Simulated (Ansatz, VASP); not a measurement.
In2B in VASP and in Ansatz

```
CELL_PARAMETERS angstrom
1.73110 0.99945 5.74922
-1.73110 0.99945 5.74922
0.00000 -1.99890 5.74922
ATOMIC_POSITIONS crystal
In 0.75732 0.75732 0.75732
In 0.57588 0.57588 0.57588
B 0.00010 0.00010 0.00010
```

Alike in both runs: functional PBE; k mesh 6 × 6 × 6; occupations gaussian, width 0.1 eV; no spin polarisation.

Ansatz relaxed the structure, and its values are those at the end. VASP's run is a single point on that final structure, the one shown.

|  | VASP | Ansatz |
| --- | --- | --- |
| version | VASP 6.6.1 | Ansatz 0.2.0 |
| potentials or method | VASP PAW PBE potentials, release 64 (In_d, B) | scalar-relativistic, plane waves, PAW |
| plane-wave cutoff (eV) | 520 | 420 |
| valence electrons in the cell | 29 | 29 |

Ansatz gave:

- gap on the k mesh at the Fermi level (eV): none
- pressure (GPa): 0.2
- rms of the force components (eV/Å): 0.009

Problem. Estimate VASP's values.

Solution. gap on the k mesh at the Fermi level (eV): none; pressure (GPa): 0.2; rms of the force components (eV/Å): 0.011.

A gap of «none» marks a metal or a gap that the smearing closes. With one functional, cell and mesh, what is left measures potentials, basis and numerics.
